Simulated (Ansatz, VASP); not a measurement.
BiB in VASP and in Ansatz

```xyz
2
Lattice="0.0000 2.7449 2.7449 2.6049 0.0000 2.7449 2.6049 2.7449 0.0000" Properties=species:S:1:pos:R:3 pbc="T T T"
B     0.0000    0.0000    0.0000
Bi    1.3024    1.3724    1.3724
```

Change from the starting cell: uniaxial_x strain -5.1%.

Alike in both runs: task single point; functional PBE; k mesh 8 × 8 × 8; occupations fermi-dirac, width 0.02 eV; no spin polarisation.

```csv
,VASP,Ansatz
version,VASP 6.6.1,Ansatz 0.2.0
potentials or method,"VASP PAW PBE potentials, release 64 (B, Bi_d)","plane waves, PAW"
plane-wave cutoff (eV),520,420
valence electrons in the cell,18,18
```

|  | VASP | Ansatz | Ansatz less VASP |
| --- | --- | --- | --- |
| pressure (GPa) | 5.9 | 5.9 | +0.06 |
| largest component of the traceless stress (GPa) | 2.96 | 2.96 | +0.001 |

The functional is the same, so the differences come from potentials, cutoffs and numerics.
